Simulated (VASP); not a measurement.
# SiO2 (Quartz): what moves the LDA gap besides the functional, part 2 of 2

How far does the LDA gap of SiO2 (Quartz) depend on cutoff, mesh and cell? The starting structure is a measured crystal structure from the Crystallography Open Database. The atoms were first relaxed with LDA in that cell, in a run that isn't shown, and the relaxed structure is the one below.

VASP 6.6.1.

Results so far: reference 5.732 eV; cell and atoms relaxed by LDA 5.814 eV; no band path 5.733 eV.

## 5. Bands with a cutoff of 640 eV

Level of this step: LDA; plane waves and PAW (Si, O) (VASP).

Against step 2 the input has ENCUT = 640.

Contents of INCAR:

```
SYSTEM = SiO2
PREC = Accurate
ENCUT = 640
EDIFF = 1E-06
NELM = 100
ISMEAR = 0
SIGMA = 0.03
LREAL = .FALSE.
ALGO = Normal
GGA = CA
NBANDS = 46
LORBIT = 11
LWAVE = .FALSE.
LCHARG = .FALSE.
KPAR = 16
LASPH = .TRUE.
```

Contents of POSCAR:

```
SiO2
1.0
    4.9158000000      0.0000000000      0.0000000000
   -2.4579000000      4.2572076799      0.0000000000
    0.0000000000      0.0000000000      5.4091000000
Si O
3 6
Direct
    0.4692648135      0.4692648135      0.0000000000
    0.0000000000      0.5307351865      0.6666666667
    0.5307351865      0.0000000000      0.3333333333
    0.8553402672      0.2683029818      0.4517397088
    0.7316970182      0.5870372854      0.7850730422
    0.4129627146      0.1446597328      0.1184063755
    0.2683029818      0.8553402672      0.5482602912
    0.5870372854      0.7316970182      0.2149269578
    0.1446597328      0.4129627146      0.8815936245
```

Contents of KPOINTS:

```
Automatic mesh
0
Gamma
6 6 4
0 0 0
```

Contents of KPOINTS_OPT:

```
Line mode
8
Line-mode
Reciprocal
  0.00000000   0.00000000   0.00000000 GAMMA
  0.50000000   0.00000000   0.00000000 M

  0.50000000   0.00000000   0.00000000 M
  0.33333333   0.33333333   0.00000000 K

  0.33333333   0.33333333   0.00000000 K
  0.00000000   0.00000000   0.00000000 GAMMA

  0.00000000   0.00000000   0.00000000 GAMMA
  0.00000000   0.00000000   0.50000000 A

  0.00000000   0.00000000   0.50000000 A
  0.50000000   0.00000000   0.50000000 L

  0.50000000   0.00000000   0.50000000 L
  0.33333333   0.33333333   0.50000000 H

  0.33333333   0.33333333   0.50000000 H
  0.00000000   0.00000000   0.50000000 A

  0.50000000   0.00000000   0.50000000 L
  0.50000000   0.00000000   0.00000000 M

  0.33333333   0.33333333   0.00000000 K
  0.33333333   0.33333333   0.50000000 H
```

PAW data sets: Si and O (LDA family, release 64).

Launch:

```
> mpirun -np 16 vasp_std
```

The log of the run:

```text
[... set-up lines as in an earlier step ...]
 entering main loop
       N       E                     dE             d eps       ncg     rms          rms(c)
DAV:   1     0.241078285936E+03    0.24108E+03   -0.27073E+04  2208   0.114E+03
DAV:   2    -0.719429481016E+02   -0.31302E+03   -0.30120E+03  2692   0.260E+02
DAV:   3    -0.877143016076E+02   -0.15771E+02   -0.15658E+02  2684   0.556E+01
DAV:   4    -0.878465047406E+02   -0.13220E+00   -0.13216E+00  2548   0.560E+00
[...]
DAV:  10    -0.779469898214E+02   -0.40774E-03   -0.72659E-04  2468   0.121E-01    0.737E-02
DAV:  11    -0.779470022438E+02   -0.12422E-04   -0.68798E-05  2620   0.457E-02    0.753E-03
DAV:  12    -0.779470020492E+02    0.19461E-06   -0.51380E-06  2622   0.987E-03
   1 F= -.77947002E+02 E0= -.77947002E+02  d E =-.553329E-23
 Start KPOINTS_OPT (optional k-point list driver)
k-point batch [1-24\72]
       N       E                     dE             ncg
DAV:   1     0.684868238333E+03   -0.21538E+05     2208
DAV:   2    -0.644076677068E+04   -0.71256E+04     2636
DAV:   3    -0.682924912521E+04   -0.38848E+03     2746
DAV:   4    -0.683260027775E+04   -0.33512E+01     2626
DAV:   5    -0.683263352715E+04   -0.33249E-01     2714
DAV:   6    -0.683263406057E+04   -0.53341E-03     2722
DAV:   7    -0.683263407169E+04   -0.11129E-04     2506
DAV:   8    -0.683263407207E+04   -0.37461E-06     1930
[...]
k-point batch [49-72\72]
       N       E                     dE             ncg
DAV:   1     0.670133549264E+03   -0.33791E+05     2208
DAV:   2    -0.644572538546E+04   -0.71159E+04     2626
DAV:   3    -0.683115547394E+04   -0.38543E+03     2722
DAV:   4    -0.683449976060E+04   -0.33443E+01     2602
DAV:   5    -0.683453275789E+04   -0.32997E-01     2658
DAV:   6    -0.683453328485E+04   -0.52696E-03     2722
DAV:   7    -0.683453329584E+04   -0.10996E-04     2484
DAV:   8    -0.683453329621E+04   -0.36670E-06     2026
```

Wall time 29 s (16 MPI ranks of Intel Xeon 6975P-C (Granite Rapids), shared host); peak memory 6.4 GiB; 6 min of CPU time.

OUTCAR, selected parts (step 5):

```text
  Total       -0.6225223     -0.6225223     -0.5863974      0.0000000      0.0000000      0.0000000
  in kB       -8.8109237     -8.8109237     -8.2996269      0.0000000      0.0000000      0.0000000
  external PRESSURE =      -8.6404914 kB  Pullay stress =       0.0000000 kB

 POSITION                                       TOTAL-FORCE (eV/Angst)
 -----------------------------------------------------------------------------------
      1.15341      1.99776      0.00000        -0.009280     -0.016073     -0.000000
     -1.30449      2.25945      3.60607        -0.009280      0.016073     -0.000000
      2.60899      0.00000      1.80303         0.018560     -0.000000      0.000000
      3.54522      1.14222      2.44351        -0.011510      0.006958     -0.006399
      2.15400      2.49914      4.24654        -0.000271     -0.013447     -0.006399
      1.67448      0.61585      0.64047         0.011781      0.006489     -0.006399
     -0.78342      3.64136      2.96559         0.011781     -0.006489      0.006399
      1.08732      3.11499      1.16256        -0.011510     -0.006958      0.006399
     -0.30390      1.75807      4.76863        -0.000271      0.013447      0.006399
 -----------------------------------------------------------------------------------
    total drift:                               -0.000001     -0.000001     -0.000000

  FREE ENERGIE OF THE ION-ELECTRON SYSTEM (eV)
  ---------------------------------------------------
  free  energy   TOTEN  =       -77.9470020492 eV

  energy  without entropy=      -77.9470020492  energy(sigma->0) =      -77.94700205

[... 1 part as in an earlier step ...]

[... 2 further parts left out ...]
[key lines of the parts left out:]
E-fermi :   1.0415
```

With a cutoff of 640 eV the gap is 5.735 eV, +0.002 eV from the reference.

## 6. Bands with a 9×9×6 mesh

Against step 2 the input has a 9×9×6 mesh.

INCAR: that of step 5 with these lines changed.

```diff
@@ -2,3 +2,3 @@
 PREC = Accurate
-ENCUT = 640
+ENCUT = 460
 EDIFF = 1E-06
```

POSCAR is that of step 5.

Contents of KPOINTS:

```
Automatic mesh
0
Gamma
9 9 6
0 0 0
```

KPOINTS_OPT is that of step 5.

Launch:

```
> mpirun -np 16 vasp_std
```

The log of the run:

```text
[... set-up lines as in an earlier step ...]
 entering main loop
       N       E                     dE             d eps       ncg     rms          rms(c)
DAV:   1     0.194061196275E+03    0.19406E+03   -0.22509E+04  5720   0.878E+02
DAV:   2    -0.750057259222E+02   -0.26907E+03   -0.25990E+03  6888   0.232E+02
DAV:   3    -0.877230313563E+02   -0.12717E+02   -0.12633E+02  6956   0.488E+01
DAV:   4    -0.878242506383E+02   -0.10122E+00   -0.10119E+00  6606   0.489E+00
[...]
DAV:  10    -0.779298682241E+02   -0.39648E-03   -0.70943E-04  6334   0.118E-01    0.747E-02
DAV:  11    -0.779298819466E+02   -0.13723E-04   -0.68321E-05  6894   0.454E-02    0.738E-03
DAV:  12    -0.779298817922E+02    0.15439E-06   -0.52542E-06  6762   0.988E-03
   1 F= -.77929882E+02 E0= -.77929882E+02  d E =-.106865E-17
 Start KPOINTS_OPT (optional k-point list driver)
k-point batch [1-62\72]
       N       E                     dE             ncg
DAV:   1    -0.120630175813E+04   -0.55742E+05     5704
DAV:   2    -0.168482301861E+05   -0.15642E+05     6916
DAV:   3    -0.176322219596E+05   -0.78399E+03     7048
DAV:   4    -0.176385135067E+05   -0.62915E+01     6738
DAV:   5    -0.176385782479E+05   -0.64741E-01     6954
DAV:   6    -0.176385792976E+05   -0.10497E-02     7054
DAV:   7    -0.176385793193E+05   -0.21665E-04     6270
DAV:   8    -0.176385793201E+05   -0.79126E-06     4984
k-point batch [63-72\72]
       N       E                     dE             ncg
DAV:   1     0.496272389282E+05   -0.12472E+05      920
DAV:   2     0.470877637830E+05   -0.25395E+04     1104
DAV:   3     0.469603527149E+05   -0.12741E+03     1128
DAV:   4     0.469593042979E+05   -0.10484E+01     1112
DAV:   5     0.469592936845E+05   -0.10613E-01     1098
DAV:   6     0.469592935130E+05   -0.17159E-03     1192
DAV:   7     0.469592935095E+05   -0.34988E-05      972
DAV:   8     0.469592935093E+05   -0.12827E-06      816
```

Run time: 19 s. Hardware: 16 MPI ranks; peak memory 7.1 GiB; 3.9 min of CPU time.

OUTCAR, selected parts (step 6):

```text
  Total       -0.7867465     -0.7867465     -0.7485505     -0.0000000      0.0000000      0.0000000
  in kB      -11.1352851    -11.1352851    -10.5946748     -0.0000000      0.0000000      0.0000000
  external PRESSURE =     -10.9550816 kB  Pullay stress =       0.0000000 kB

 POSITION                                       TOTAL-FORCE (eV/Angst)
 -----------------------------------------------------------------------------------
      1.15341      1.99776      0.00000        -0.009095     -0.015752     -0.000000
     -1.30449      2.25945      3.60607        -0.009095      0.015752     -0.000000
      2.60899      0.00000      1.80303         0.018189      0.000000     -0.000000
      3.54522      1.14222      2.44351        -0.005961      0.007211     -0.010563
      2.15400      2.49914      4.24654        -0.003264     -0.008768     -0.010563
      1.67448      0.61585      0.64047         0.009226      0.001557     -0.010563
     -0.78342      3.64136      2.96559         0.009226     -0.001557      0.010563
      1.08732      3.11499      1.16256        -0.005961     -0.007211      0.010563
     -0.30390      1.75807      4.76863        -0.003264      0.008768      0.010563
 -----------------------------------------------------------------------------------
    total drift:                                0.000013      0.000022     -0.000001

  FREE ENERGIE OF THE ION-ELECTRON SYSTEM (eV)
  ---------------------------------------------------
  free  energy   TOTEN  =       -77.9298817922 eV

  energy  without entropy=      -77.9298817922  energy(sigma->0) =      -77.92988179

[... 1 part as in an earlier step ...]

[... 2 further parts left out ...]
[key lines of the parts left out:]
E-fermi :   1.0125
```

With a 9×9×6 mesh the gap is 5.732 eV, +0.000 eV from the reference.

## 7. Comparison

```csv
run,gap (eV),change (eV),core minutes
reference,5.732,-,3.73
cell and atoms relaxed by LDA,5.814,0.081,3.73
no band path,5.733,0.0,1.6
a cutoff of 640 eV,5.735,0.002,7.73
a 9×9×6 mesh,5.732,0.0,4.96
```

Core minutes are wall time times ranks of the run shown, on a shared host.

## 8. Outcome

| Quantity | Value |
| --- | --- |
| reference gap | 5.732 eV |
| gap with cell and atoms relaxed by LDA | 5.814 eV |
| gap with no band path | 5.733 eV |
| gap with a cutoff of 640 eV | 5.735 eV |
| gap with a 9×9×6 mesh | 5.732 eV |

Among the runs that read a gap along the path, the one with cell and atoms relaxed by LDA moves it most, by +0.081 eV. On finer settings it changes by +0.002 eV with a cutoff of 640 eV and +0.000 eV with a 9×9×6 mesh. The functional's own error isn't tested here. Further runs on this material are not shown.

[Lines on the potential files, build, host, timing and source positions are cut from VASP's logs without a mark.]

[Logs are printed without paths, hosts, clocks, repeated set-up lines and the standing remarks that a program may print on its own settings, such as how far it seeks lower states.]

[Hosts, paths, dates, database ids (printed as entryN), source tags and the programs' standing remarks are cut or masked in the printed files.]
